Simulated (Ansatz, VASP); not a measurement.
# Cross-check of Ir between VASP and Ansatz

One calculation is typed for both programs; each brings its own data sets. How far apart do they land? The cell is taken from a series of runs on this material, whose earlier steps may have relaxed, scaled, displaced or heated it; both programs get it as it stands.

Method: plane waves, with VASP 6.6.1 beside it; relaxation of cell and atoms at PBEsol, in Ansatz 0.2.0.

## Step 1: Starting point

The structure is cubic, space group Fm-3m (No. 225). The conventional cell has a = 3.840 Å, b = 3.840 Å, c = 3.840 Å, α = 90.00°, β = 90.00°, γ = 90.00°. Ir has 12 Ir at 2.72 Å nearest.

Structure file:

```cif
data_structure
_symmetry_space_group_name_H-M 'P 1'
_symmetry_Int_Tables_number 1
_cell_length_a 5.4306
_cell_length_b 5.4306
_cell_length_c 5.4306
_cell_angle_alpha 60.000
_cell_angle_beta 60.000
_cell_angle_gamma 60.000
_cell_volume 113.25
loop_
_atom_site_label
_atom_site_type_symbol
_atom_site_fract_x
_atom_site_fract_y
_atom_site_fract_z
_atom_site_occupancy
Ir1 Ir 0.00000 0.00000 0.00000 1
Ir2 Ir 0.00000 0.00000 0.50000 1
Ir3 Ir 0.00000 0.50000 0.00000 1
Ir4 Ir 0.00000 0.50000 0.50000 1
Ir5 Ir 0.50000 0.00000 0.00000 1
Ir6 Ir 0.50000 0.00000 0.50000 1
Ir7 Ir 0.50000 0.50000 0.00000 1
Ir8 Ir 0.50000 0.50000 0.50000 1
```

## Step 2: VASP: relaxation of cell and atoms, PBEsol

The relaxed volume is the usual yardstick between codes: in a stiff, nearly cubic crystal its relative difference is about their pressure difference at one cell divided by the bulk modulus.

Lines of VASP's logs that name or quote its potential files are left out, and so is its time.

Contents of INCAR:

```
SYSTEM = Ir
PREC = Accurate
ENCUT = 500
EDIFF = 1E-07
NELM = 120
ISMEAR = -1
SIGMA = 0.05
LREAL = .FALSE.
ALGO = Normal
GGA = PS
NBANDS = 44
LASPH = .TRUE.
LORBIT = 11
LWAVE = .FALSE.
LCHARG = .FALSE.
ISIF = 3
IBRION = 2
NSW = 80
EDIFFG = -0.005
GGA_COMPAT = .FALSE.
NELMIN = 4
KPAR = 2
```

Contents of POSCAR:

```
Ir
1.0
    0.0000000000      3.8400000000      3.8400000000
    3.8400000000      0.0000000000      3.8400000000
    3.8400000000      3.8400000000      0.0000000000
Ir
8
Direct
    0.0000000000      0.0000000000      0.0000000000
    0.0000000000      0.0000000000      0.5000000000
    0.0000000000      0.5000000000      0.0000000000
    0.0000000000      0.5000000000      0.5000000000
    0.5000000000      0.0000000000      0.0000000000
    0.5000000000      0.0000000000      0.5000000000
    0.5000000000      0.5000000000      0.0000000000
    0.5000000000      0.5000000000      0.5000000000
```

Contents of KPOINTS:

```
Automatic mesh
0
Gamma
8 8 8
0 0 0
```

The projector-augmented-wave data sets are Ir (PBE family, release 64).

On the command line:

```console
$ mpirun -np 2 vasp_std
```

Numbers of over 12 decimals in the logs are rounded to 6 here.

The log of the run:

```text
[banner, memory and clock lines left out]
running    2 mpi-ranks, on    1 nodes
 distrk:  each k-point on    1 cores,    2 groups
 distr:  one band on    1 cores,    1 groups

 POSCAR found type information on POSCAR Ir
 POSCAR found :  1 types and       8 ions
|                                                                             |
|               ----> ADVICE to this user running VASP <----                  |
|                                                                             |
|     You enforced a specific xc type in the INCAR file but a different       |
|     [... a line on the potential file left out ...]
|     I HOPE YOU KNOW WHAT YOU ARE DOING!                                     |
|                                                                             |

 LDA part: xc-table for (Slater+PW92), standard interpolation
 POSCAR, INCAR and KPOINTS ok, starting setup
 FFT: planning ... GRIDC
 FFT: planning ... GRID_SOFT
 FFT: planning ... GRID
 WAVECAR not read
 entering main loop
       N       E                     dE             d eps       ncg     rms          rms(c)
DAV:   1     0.800400553895E+03    0.80040E+03   -0.31115E+04  2552   0.160E+03
DAV:   2    -0.209937817383E+02   -0.82139E+03   -0.79867E+03  2552   0.504E+02
DAV:   3    -0.799826173030E+02   -0.58989E+02   -0.53707E+02  3388   0.129E+02
DAV:   4    -0.834719858216E+02   -0.34894E+01   -0.33654E+01  3340   0.323E+01
DAV:   5    -0.835676322954E+02   -0.95646E-01   -0.95347E-01  3216   0.464E+00    0.446E+01
DAV:   6    -0.793133593636E+02    0.42543E+01   -0.84351E+00  3096   0.212E+01    0.178E+01
DAV:   7    -0.785689455655E+02    0.74441E+00   -0.27248E+00  3504   0.112E+01    0.398E+00
DAV:   8    -0.785494151856E+02    0.19530E-01   -0.27225E-02  3284   0.847E-01    0.299E+00
DAV:   9    -0.785156336153E+02    0.33782E-01   -0.26565E-02  2744   0.146E+00    0.113E-01
DAV:  10    -0.785155473291E+02    0.86286E-04   -0.41655E-04  3856   0.138E-01    0.593E-02
DAV:  11    -0.785155410672E+02    0.62619E-05   -0.38828E-05  2728   0.497E-02    0.214E-02
DAV:  12    -0.785155428269E+02   -0.17598E-05   -0.82857E-07  3512   0.576E-03    0.120E-03
DAV:  13    -0.785155427167E+02    0.11023E-06   -0.18640E-08  1536   0.746E-04    0.571E-04
DAV:  14    -0.785155425166E+02    0.20007E-06   -0.46855E-09  1536   0.340E-04    0.799E-05
DAV:  15    -0.785155425175E+02   -0.83401E-09   -0.12609E-09  1448   0.230E-04
   1 F= -.78515543E+02 E0= -.78474277E+02  d E =-.785155E+02
 curvature:   0.00 expect dE= 0.000E+00 dE for cont linesearch  0.000E+00
 trial: gam= 0.00000 g(F)=  0.937E-60 g(S)=  0.250E-01 ort = 0.000E+00 (trialstep = 0.100E+01)
 search vector abs. value=  0.250E-01
 bond charge predicted
       N       E                     dE             d eps       ncg     rms          rms(c)
DAV:   1    -0.786528670501E+02   -0.13732E+00   -0.67588E+00  2592   0.225E+01    0.441E+00
DAV:   2    -0.784969859664E+02    0.15588E+00   -0.34688E-01  2712   0.435E+00    0.145E+00
DAV:   3    -0.784776259674E+02    0.19360E-01   -0.92317E-02  3352   0.207E+00    0.359E-01
DAV:   4    -0.784777813265E+02   -0.15536E-03   -0.26484E-03  2800   0.337E-01    0.703E-02
DAV:   5    -0.784778129806E+02   -0.31654E-04   -0.30247E-04  3452   0.828E-02    0.154E-02
DAV:   6    -0.784778258363E+02   -0.12856E-04   -0.86484E-06  3080   0.116E-02    0.622E-03
DAV:   7    -0.784778276850E+02   -0.18487E-05   -0.14768E-06  2824   0.787E-03    0.850E-04
DAV:   8    -0.784778276588E+02    0.26211E-07   -0.50635E-08  1332   0.156E-03
   2 F= -.78477828E+02 E0= -.78437623E+02  d E =0.377149E-01
 trial-energy change:    0.037715  1 .order    0.038399   -0.025026    0.101825
 step:   0.2025(harm=  0.1973)  dis= 0.00000  next Energy=   -78.518082 (dE=-0.254E-02)
 bond charge predicted
       N       E                     dE             d eps       ncg     rms          rms(c)
DAV:   1    -0.786293926357E+02   -0.15156E+00   -0.42903E+00  2592   0.179E+01    0.319E+00
DAV:   2    -0.785303964150E+02    0.98996E-01   -0.22391E-01  2720   0.347E+00    0.126E+00
DAV:   3    -0.785181100313E+02    0.12286E-01   -0.62106E-02  3340   0.169E+00    0.343E-01
DAV:   4    -0.785181493274E+02   -0.39296E-04   -0.25291E-03  2620   0.364E-01    0.968E-02
DAV:   5    -0.785181157220E+02    0.33605E-04   -0.44366E-04  3616   0.125E-01    0.137E-02
DAV:   6    -0.785181189857E+02   -0.32637E-05   -0.31015E-05  3224   0.350E-02    0.105E-02
DAV:   7    -0.785181169184E+02    0.20673E-05   -0.51170E-06  3128   0.154E-02    0.892E-04
DAV:   8    -0.785181168355E+02    0.82935E-07   -0.78516E-08  1388   0.148E-03
   3 F= -.78518117E+02 E0= -.78477067E+02  d E =-.257432E-02
 curvature:  -0.10 expect dE=-0.300E-07 dE for cont linesearch -0.300E-07
 trial: gam=-0.00347 g(F)=  0.376E-59 g(S)=  0.304E-06 ort = 0.872E-04 (trialstep = 0.841E+00)
 search vector abs. value=  0.104E-09
 reached required accuracy - stopping structural energy minimisation
```

OUTCAR, selected parts (step 2):

```text
ion  position               nearest neighbor table
   1  0.000  0.000  0.000-   2 2.72   3 2.72   5 2.72   2 2.72   4 2.72   6 2.72   3 2.72   4 2.72
                             7 2.72   5 2.72   6 2.72   7 2.72
   2  0.000  0.000  0.500-   1 2.72   4 2.72   6 2.72   1 2.72   3 2.72   5 2.72   3 2.72   4 2.72
                             8 2.72   5 2.72   6 2.72   8 2.72
   3  0.000  0.500  0.000-   1 2.72   4 2.72   7 2.72   2 2.72   4 2.72   8 2.72   1 2.72   2 2.72
                             5 2.72   5 2.72   7 2.72   8 2.72
   4  0.000  0.500  0.500-   2 2.72   3 2.72   8 2.72   1 2.72   3 2.72   7 2.72   1 2.72   2 2.72
                             6 2.72   6 2.72   7 2.72   8 2.72
   5  0.500  0.000  0.000-   1 2.72   6 2.72   7 2.72   2 2.72   6 2.72   8 2.72   3 2.72   7 2.72
                             8 2.72   1 2.72   2 2.72   3 2.72
   6  0.500  0.000  0.500-   2 2.72   5 2.72   8 2.72   1 2.72   5 2.72   7 2.72   4 2.72   7 2.72
                             8 2.72   1 2.72   2 2.72   4 2.72
   7  0.500  0.500  0.000-   3 2.72   5 2.72   8 2.72   4 2.72   6 2.72   8 2.72   1 2.72   5 2.72
                             6 2.72   1 2.72   3 2.72   4 2.72
   8  0.500  0.500  0.500-   4 2.72   6 2.72   7 2.72   3 2.72   5 2.72   7 2.72   2 2.72   5 2.72
                             6 2.72   2 2.72   3 2.72   4 2.72

  LATTYP: Found a face centered cubic cell.
 ALAT       =     7.6800000000

 Subroutine GETGRP returns: Found 48 space group operations
 (whereof 48 operations were pure point group operations)

The static configuration has the point symmetry O_h .

 Found     29 irreducible k-points:

   k-points           NKPTS =     29   k-points in BZ     NKDIM =     29   number of bands    NBANDS=     44

   dimension x,y,z NGX =    40 NGY =   40 NGZ =   40
   dimension x,y,z NGXF=    80 NGYF=   80 NGZF=   80

   ENCUT  =  500.0 eV  36.75 Ry    6.06 a.u.   9.90  9.90  9.90*2*pi/ulx,y,z

   NELECT =      72.0000    total number of electrons

 k-points in reciprocal lattice and weights: Automatic mesh
   0.00000000  0.00000000  0.00000000       0.002
   0.12500000  0.00000000  0.00000000       0.016
   0.25000000  0.00000000  0.00000000       0.016
   0.37500000  0.00000000  0.00000000       0.016
   0.50000000  0.00000000  0.00000000       0.008
   0.12500000  0.12500000  0.00000000       0.012
   0.25000000  0.12500000  0.00000000       0.047
   0.37500000  0.12500000  0.00000000       0.047
   0.50000000  0.12500000  0.00000000       0.047
[...]
-0.37500000  0.50000000  0.12500000       0.023
  -0.25000000  0.50000000  0.25000000       0.012

 average (electrostatic) potential at core
       1 -48.5353       2 -48.5353       3 -48.5353       4 -48.5353       5 -48.5353
       6 -48.5353       7 -48.5353       8 -48.5353

 E-fermi :  10.3107

 k-point     1 :       0.0000    0.0000    0.0000
  band No.  band energies     occupation
    ...
     24       9.1224      2.00000
     25       9.4813      2.00000
     26       9.4813      2.00000
     27       9.4813      2.00000
     28       9.4813      2.00000
     29      11.2073      0.00000
     30      11.2073      0.00000
     31      11.2073      0.00000
     32      11.2269      0.00000
     33      11.2269      0.00000
    ...

 k-point     2 :       0.1250    0.0000    0.0000
  band No.  band energies     occupation
    ...
     24       8.7690      2.00000
     25       8.7690      2.00000
     26       8.8494      2.00000
     27       9.0730      2.00000
     28       9.0730      2.00000
     29      10.4116      0.23479
     30      10.4116      0.23479
     31      10.4116      0.23479
     32      10.9900      0.00000
     33      10.9900      0.00000
    ...

 k-point     3 :       0.2500    0.0000    0.0000
  band No.  band energies     occupation
    ...
     30       8.9768      2.00000
     31       8.9768      2.00000
     32      10.2790      1.30703
     33      10.2790      1.30703
     34      10.2790      1.30702
     35      10.5218      0.02890
     36      10.5218      0.02890
     37      11.2735      0.00000
     38      11.2735      0.00000
     39      11.2735      0.00000
    ...

  Total       -0.0041001     -0.0041001     -0.0041001     -0.0000000     -0.0000000     -0.0000000
  in kB       -0.0582584     -0.0582584     -0.0582584     -0.0000000     -0.0000000     -0.0000000
  external PRESSURE =      -0.0582584 kB  Pullay stress =       0.0000000 kB

  energy-cutoff  :      500.00
  volume of cell :      112.76
      direct lattice vectors                 reciprocal lattice vectors
    -0.000000000  3.834484333  3.834484333    -0.130395630  0.130395630  0.130395630
     3.834484333 -0.000000000  3.834484333     0.130395630 -0.130395630  0.130395630
     3.834484333  3.834484333 -0.000000000     0.130395630  0.130395630 -0.130395630

 POSITION                                       TOTAL-FORCE (eV/Angst)
 -----------------------------------------------------------------------------------
      0.00000      0.00000      0.00000        -0.000000      0.000000      0.000000
      1.91724      1.91724     -0.00000         0.000000      0.000000     -0.000000
      1.91724     -0.00000      1.91724        -0.000000      0.000000     -0.000000
      3.83448      1.91724      1.91724        -0.000000     -0.000000      0.000000
     -0.00000      1.91724      1.91724         0.000000     -0.000000      0.000000
      1.91724      3.83448      1.91724         0.000000     -0.000000      0.000000
      1.91724      1.91724      3.83448         0.000000      0.000000      0.000000
      3.83448      3.83448      3.83448         0.000000     -0.000000      0.000000
 -----------------------------------------------------------------------------------
    total drift:                                0.000000     -0.000000      0.000000

  FREE ENERGIE OF THE ION-ELECTRON SYSTEM (eV)
  ---------------------------------------------------
  free  energy   TOTEN  =       -78.5181168355 eV

  energy  without entropy=      -78.4360162585  energy(sigma->0) =      -78.47706655

 reached required accuracy - stopping structural energy minimisation

 total charge
# of ion       s       p       d       tot
------------------------------------------
    1        0.673   0.743   6.984   8.399
    2        0.673   0.743   6.984   8.399
    3        0.673   0.743   6.984   8.399
    4        0.673   0.743   6.984   8.399
    5        0.673   0.743   6.984   8.399
    6        0.673   0.743   6.984   8.399
    7        0.673   0.743   6.984   8.399
    8        0.673   0.743   6.984   8.399
--------------------------------------------------
tot          5.384   5.941  55.870  67.195

[... 3 further parts left out ...]
```

(Continued in part 2 of 2.)

[Lines on the potential files, build, host, timing and source positions are cut from VASP's logs without a mark.]

[Logs are printed without paths, hosts, clocks, repeated set-up lines and the standing remarks that a program may print on its own settings, such as how far it seeks lower states.]

[Hosts, paths, dates, database ids (printed as entryN), source tags and the programs' standing remarks are cut or masked in the printed files.]
